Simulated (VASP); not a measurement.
# Sb2TeO5 (Cmmm) in VASP: relaxation of cell and atoms with PBE

Aim: the relaxation of cell and atoms of Sb2TeO5 with PBE.

Everything below comes from runs of VASP 6.6.1. Logs are shortened: lines on timing, memory, paths and dates and some standing lists are left out, and cuts for length are marked.

**1. The crystal as given**

Symmetry: Cmmm, No. 65, orthorhombic system. The conventional cell has a = 6.175 Å, b = 6.843 Å, c = 6.538 Å, α = 90.00°, β = 90.00°, γ = 90.00°. Around Sb (site symmetry 2mm) lie 2 O at 1.63 Å. Around Te (site symmetry mmm) lie 2 O at 1.93 Å. Around O (site symmetry m2m) lie 2 Sb at 1.63 Å and 1 O at 1.77 Å. O (site symmetry mm2) has 1 Te at 1.93 Å and 2 Sb at 2.18 Å as nearest neighbours. O (site symmetry mmm) is surrounded by 4 Te at 3.09 to 3.42 Å and 4 O at 3.39 Å and 4 Sb at 3.54 Å.

The cell was built by a generator and needn't be a form met in nature.

**2. Relaxation of cell and atoms, PBE**

Input file INCAR:

```
SYSTEM = Sb2TeO5
PREC = Normal
ENCUT = 520
EDIFF = 1E-4
ISMEAR = 0
SIGMA = 0.15
LREAL = .False.
LASPH = .True.
NELM = 60
ALGO = Fast
ISIF = 3
LWAVE = .False.
LCHARG = .False.
GGA = PE
IBRION = 2
NSW = 24
EDIFFG = -0.08
```

Input file KPOINTS:

```
regular mesh
0
Gamma
  3 3 2
  0 0 0
```

Input file POSCAR:

```
Sb2TeO5
1.0
    3.0875824000     -3.4216425800      0.0000000000
    3.0875824000      3.4216425800      0.0000000000
    0.0000000000      0.0000000000      6.5376786700
Sb Te O
2 1 5
Direct
    0.7207097600      0.7207097600      0.0000000000
    0.2792902400      0.2792902400      0.0000000000
    0.0000000000      0.0000000000      0.5000000000
    0.3705122000      0.6294878000      0.0000000000
    0.6294878000      0.3705122000      0.0000000000
    0.0000000000      0.0000000000      0.7950739500
    0.0000000000      0.0000000000      0.2049260500
    0.5000000000      0.5000000000      0.5000000000
```

Potentials or basis: VASP PAW PBE potentials, release 64 (Sb, Te, O).

Command:

```sh
$ cat potpaw_PBE.64/Sb/POTCAR potpaw_PBE.64/Te/POTCAR potpaw_PBE.64/O/POTCAR > POTCAR
$ mpirun -np 1 vasp_std > vasp.out
```

OUTCAR:

```text
SYSTEM = Sb2TeO5
   PREC = Normal
   ENCUT = 520
   EDIFF = 1E-4
   ISMEAR = 0
   LREAL = .False.
   LASPH = .True.
   NELM = 60
   ISIF = 3
   GGA = PE
   IBRION = 2
   NSW = 24
   EDIFFG = -0.08

 ion  position               nearest neighbor table
   1  0.721  0.721  0.000-   4 1.63   5 1.63   6 2.18   7 2.18   2 2.73   2 3.44   2 3.44   2 3.45
                             3 3.70   3 3.70
   2  0.279  0.279  0.000-   4 1.63   5 1.63   6 2.18   7 2.18   1 2.73   1 3.44   1 3.44   1 3.45
                             3 3.70   3 3.70
   3  0.000  0.000  0.500-   6 1.93   7 1.93   1 3.70   2 3.70   1 3.70   2 3.70
   4  0.371  0.629  0.000-   1 1.63   2 1.63   5 1.77
   5  0.629  0.371  0.000-   1 1.63   2 1.63   4 1.77
   6  0.000  0.000  0.795-   3 1.93   2 2.18   1 2.18
   7  0.000  0.000  0.205-   3 1.93   2 2.18   1 2.18
   8  0.500  0.500  0.500-

  LATTYP: Found a base centered orthorhombic cell.
 ALAT       =     6.1751648000
 B/A-ratio  =     1.1081947416
 C/A-ratio  =     1.0587051329

  Lattice vectors:

 A1 = (   3.0875824000,  -3.4216425800,   0.0000000000)
 A2 = (   3.0875824000,   3.4216425800,   0.0000000000)
 A3 = (   0.0000000000,   0.0000000000,   6.5376786700)

Analysis of symmetry for initial positions (statically):
=====================================================================
 Subroutine PRICEL returns:
 Original cell was already a primitive cell.

 Routine SETGRP: Setting up the symmetry group for a
 base centered orthorhombic supercell.

 Subroutine GETGRP returns: Found  8 space group operations
 (whereof  8 operations were pure point group operations)
 out of a pool of  8 trial point group operations.

The static configuration has the point symmetry D_2h.

Analysis of symmetry for dynamics (positions and initial velocities):
=====================================================================
 Subroutine PRICEL returns:
 Original cell was already a primitive cell.

 Routine SETGRP: Setting up the symmetry group for a
 base centered orthorhombic supercell.

 Subroutine GETGRP returns: Found  8 space group operations
 (whereof  8 operations were pure point group operations)
 out of a pool of  8 trial point group operations.

The dynamic configuration has the point symmetry D_2h.

 Subroutine INISYM returns: Found  8 space group operations
 (whereof  8 operations are pure point group operations),
 and found     1 'primitive' translations

----------------------------------------------------------------------------------------

                                     Primitive cell

  volume of cell :     138.1360

  direct lattice vectors                    reciprocal lattice vectors
     3.087582400 -3.421642580  0.000000000     0.161938998 -0.146128647  0.000000000
     3.087582400  3.421642580  0.000000000     0.161938998  0.146128647  0.000000000
     0.000000000  0.000000000  6.537678670     0.000000000  0.000000000  0.152959491

  length of vectors
     4.608774568  4.608774568  6.537678670     0.218123407  0.218123407  0.152959491

  position of ions in fractional coordinates (direct lattice)
     0.720709760  0.720709760  0.000000000
     0.279290240  0.279290240  0.000000000
     0.000000000  0.000000000  0.500000000
     0.370512200  0.629487800  0.000000000
     0.629487800  0.370512200  0.000000000
     0.000000000  0.000000000  0.795073950
     0.000000000  0.000000000  0.204926050
     0.500000000  0.500000000  0.500000000

  ion indices of the primitive-cell ions
   primitive index   ion index
                 1           1
                 2           2
                 3           3
                 4           4
                 5           5
                 6           6
                 7           7
                 8           8

----------------------------------------------------------------------------------------

 KPOINTS: regular mesh
[... 51 lines left out ...]
   EDIFF  = 0.1E-03   stopping-criterion for ELM
   LREAL  =      F    real-space projection
   EDIFFG = -.8E-01   stopping-criterion for IOM
   NSW    =     24    number of steps for IOM
   IBRION =      2    ionic relax: 0-MD 1-quasi-New 2-CG
   NFREE  =      1    steps in history (QN), initial steepest desc. (CG)
   ISIF   =      3    stress and relaxation
   ISYM   =      2    0-nonsym 1-usesym 2-fastsym
   POTIM  = 0.5000    time-step for ionic-motion
   TEBEG  =    0.0;   TEEND  =   0.0 temperature during run
   PSTRESS=    0.0 pullay stress
   NELECT =      46.0000    total number of electrons
   NUPDOWN=      -1.0000    fix difference up-down
   EMIN   =  10.00;   EMAX   =-10.00  energy-range for DOS
   EFERMI =   0.00;   METHOD = LEGACY
   ISMEAR =     0;   SIGMA  =   0.15  broadening in eV -4-tet -1-fermi 0-gaus
   EFERMI_NEDOS =   21; number of points for ismear=-14 and -15
   IALGO  =     68    algorithm
   IMIX   =      4    mixing-type and parameters
     AMIX     =   0.40;   BMIX     =  1.00
     AMIX_MAG =   1.60;   BMIX_MAG =  1.00
  volume/ion in A,a.u.               =      17.27       116.52
  Fermi-wavevector in a.u.,A,eV,Ry     =   1.134728  2.144325 17.518972  1.287608
  Thomas-Fermi vector in A             =   2.271432
   LORBIT       =      0    0 simple, 1 ext, 2 COOP (PROOUT), +10 PAW based schemes
   GGA     = PE    functional components
   LHFCALC =     F    Hartree Fock is set to
   AEXX    =    0.0000 exact exchange contribution
   IVDW    =     0    specifies the selected vdW correction
   LEPSILON=     F    determine dielectric tensor
   LRPA    =     F    only Hartree local field effects (RPA)
 conjugate gradient relaxation of ions
 non-spin polarized calculation
 RMM-DIIS sequential band-by-band and
 Gauss-broadening in eV      SIGMA  =   0.15
  energy-cutoff  :      520.00
  volume of cell :      138.14
 maximum number of plane-waves:      3760
   NGX = 17   NGY = 17   NGZ = 25

--------------------------------------- Ionic step        1  -------------------------------------------

 number of electron      45.9999936 magnetization

 Free energy of the ion-electron system (eV)
  ---------------------------------------------------
  ext. energy  EPLUGINS =         0.00000000
  ---------------------------------------------------
  free energy    TOTEN  =       -23.38894939 eV

  energy without entropy =      -23.31565294  energy(sigma->0) =      -23.35230117

------------------------ aborting loop because EDIFF is reached ----------------------------------------

  FORCE on cell =-STRESS in cart. coord.  units (eV):
  Direction    XX          YY          ZZ          XY          YZ          ZX
  --------------------------------------------------------------------------------------
  -------------------------------------------------------------------------------------
  Total       85.3110091     57.1772173     19.1512766      0.0000000      0.0000000      0.0000000
  in kB      989.4842736    663.1729946    222.1270994      0.0000000      0.0000000      0.0000000
  external PRESSURE =     624.9281225 kB  Pullay stress =       0.0000000 kB
[... 29 lines left out ...]
--------------------------------------- Ionic step        2  -------------------------------------------

 number of electron      46.0000525 magnetization

------------------------ aborting loop EDIFF was not reached (unconverged)  ----------------------------

  FORCE on cell =-STRESS in cart. coord.  units (eV):
  Direction    XX          YY          ZZ          XY          YZ          ZX
  --------------------------------------------------------------------------------------
  -------------------------------------------------------------------------------------
  Total      230.2365623    149.5737574    189.4166793      0.0000000      0.0000000      0.0000000
  in kB     1175.4389374    763.6268399    967.0390228      0.0000000      0.0000000      0.0000000
  external PRESSURE =     968.7016000 kB  Pullay stress =       0.0000000 kB
[... 29 lines left out ...]
--------------------------------------- Ionic step        3  -------------------------------------------

 number of electron      45.9999908 magnetization

------------------------ aborting loop EDIFF was not reached (unconverged)  ----------------------------

  FORCE on cell =-STRESS in cart. coord.  units (eV):
  Direction    XX          YY          ZZ          XY          YZ          ZX
  --------------------------------------------------------------------------------------
  -------------------------------------------------------------------------------------
  Total       74.5543410     13.1327226     61.0857229     -0.0000000      0.0000000      0.0000000
  in kB      634.9741446    111.8504860    520.2628596     -0.0000000      0.0000000      0.0000000
  external PRESSURE =     422.3624967 kB  Pullay stress =       0.0000000 kB
[... 23 lines left out ...]
  FREE ENERGIE OF THE ION-ELECTRON SYSTEM (eV)
  ---------------------------------------------------
  free  energy   TOTEN  =        12.6352856828 eV

  energy  without entropy=       12.7029964036  energy(sigma->0) =       12.66914104

 E-fermi :   5.1107     XC(G=0):  -9.3764

 val. band max:        5.0567840539   @ k =   0.0000   0.0000   0.5000
 cond. band min:       5.2224471790   @ k =  -0.3333   0.3333   0.0000
 fundamental gap:      0.1656631251
 Fermi energy:         5.1106781616

 k-point     1 :       0.0000    0.0000    0.0000
  band No.  band energies     occupation
      1     -17.9634      2.00000
      2     -16.5095      2.00000
      3     -14.3348      2.00000
      4     -12.7667      2.00000
      5     -10.2540      2.00000
      6      -8.2854      2.00000
[... 237 lines left out ...]
     27       7.9848      0.00000
     28       9.2021      0.00000

[... ionic steps 4 to 19 ...]

--------------------------------------- Ionic step       20  -------------------------------------------

 number of electron      45.9999885 magnetization

------------------------ aborting loop because EDIFF is reached ----------------------------------------
[... 79 lines left out ...]
--------------------------------------- Ionic step       22  -------------------------------------------

 number of electron      45.9999870 magnetization

 Free energy of the ion-electron system (eV)
  ---------------------------------------------------
  ext. energy  EPLUGINS =         0.00000000
  ---------------------------------------------------
  free energy    TOTEN  =       -38.41336087 eV

  energy without entropy =      -38.37940537  energy(sigma->0) =      -38.39638312

 E-fermi :   3.3478     XC(G=0):  -8.6486

 val. band max:        3.0810536672   @ k =   0.3333   0.3333   0.0000
 cond. band min:       3.3893694404   @ k =   0.3333  -0.0000   0.5000
 fundamental gap:      0.3083157731
 Fermi energy:         3.3478421851

 k-point     1 :       0.0000    0.0000    0.0000
  band No.  band energies     occupation
      1     -16.6282      2.00000
      2     -15.2606      2.00000
      3     -15.1324      2.00000
      4     -14.9274      2.00000
      5     -11.8773      2.00000
      6      -7.9778      2.00000
[... 272 lines left out ...]
  FREE ENERGIE OF THE ION-ELECTRON SYSTEM (eV)
  ---------------------------------------------------
  free  energy   TOTEN  =       -38.4133608732 eV

  energy  without entropy=      -38.3794053664  energy(sigma->0) =      -38.39638312

 reached required accuracy - stopping structural energy minimisation
```

Run time: 6.9 min. Hardware: 1 thread of Intel Xeon Platinum 8488C (Sapphire Rapids), shared host; peak memory 0.2 GiB.

Results:

| Property | Result |
| --- | --- |
| Free energy | -38.4134 eV |
| Relaxed volume | 20.16 Å³/atom |
| Relaxed cell | a = 4.614 Å, b = 4.614 Å, c = 7.709 Å, α = 90.00°, β = 90.00°, γ = 100.70° |
| Space group after relaxing (to 0.05 Å) | Cmmm (No. 65) |
| Energy gained by relaxing | 1878.1 meV/atom |
| Ionic steps | 22 |
| Pressure after relaxing | -0.2 GPa |
| Largest force after relaxing | 0.045 eV/Å |
| Band gap on the k mesh | none (metal or under the smearing width) |

Forces on the atoms (eV/Å):
```
Sb   0.045  0.000  0.000
Sb  -0.045  0.000  0.000
Te   0.000  0.000  0.000
O    0.000  0.014  0.000
O    0.000 -0.014  0.000
O    0.000  0.000  0.036
O    0.000  0.000 -0.036
O    0.000  0.000  0.000
```

Step by step:
```tsv
step	energy change (eV)	largest force (eV/Å)	pressure (GPa)	volume (Å³)
1	0.0000	30.1230	62.49	138.14
2	220.2751	312.0974	96.87	313.82
3	36.0242	34.8030	42.24	188.12
4	-3.0640	23.2988	26.49	177.19
5	-6.9793	17.2024	19.00	164.23
6	-9.4392	13.0154	17.87	150.85
7	-10.3289	11.0173	19.64	144.41
8	-10.6048	9.8176	21.46	141.25
9	-10.6818	9.1321	22.60	139.69
10	-10.7019	8.7663	23.37	138.91
11	-12.5542	1.7763	-12.06	195.14
12	-14.0759	1.0423	-3.70	167.06
13	-14.0771	1.1473	-2.73	166.09
14	-14.5695	0.8351	0.39	160.64
15	-14.6349	1.1718	2.20	158.09
16	-14.8808	0.6653	0.48	160.56
17	-14.9451	0.5702	-0.86	162.41
18	-14.9849	0.3497	0.14	160.78
19	-14.9927	0.2000	1.03	159.58
20	-15.0160	0.1450	0.14	161.13
21	-15.0160	0.1909	0.01	161.19
22	-15.0244	0.0452	-0.18	161.29
```

Final structure:
```
CELL_PARAMETERS angstrom
2.94431 -3.55282 0.00000
2.94431 3.55282 0.00000
0.00000 0.00000 7.70949
ATOMIC_POSITIONS crystal
Sb 0.75940 0.75940 0.00000
Sb 0.24060 0.24060 0.00000
Te 0.00000 0.00000 0.50000
O 0.29792 0.70208 0.00000
O 0.70208 0.29792 0.00000
O 0.00000 0.00000 0.75971
O 0.00000 0.00000 0.24029
O 0.50000 0.50000 0.50000
```

Caveat: the k mesh is coarse (spacing up to 0.48 Å⁻¹), so the values aren't converged; the volume moved by over 15 % at a fixed basis, so the end points are rough; the relaxation stopped at a loose force limit of 0.08 eV/Å, so its end isn't a converged minimum. Spin-orbit coupling is left out, which matters for the levels of Sb, Te.
